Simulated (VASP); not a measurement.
These are r2SCAN meta-GGA, VASP's PBE PAW potentials (set 64) (plane waves; VASP) values and carry that method's errors.

Gaps are without spin-orbit coupling.

- volume per atom: 21.26 Å³/atom
- band gap (over mesh and band path): 0.66 eV
- smallest direct gap (over mesh and band path): 0.77 eV

Question: Which relaxed crystal gives these values?
A) CsGeI3, R3m (160)
B) SiGe, P6_3mc (186)
C) SiO2, R32 (155)
D) Se, P3_221 (154)

Answer: B, SiGe, P6_3mc (186)
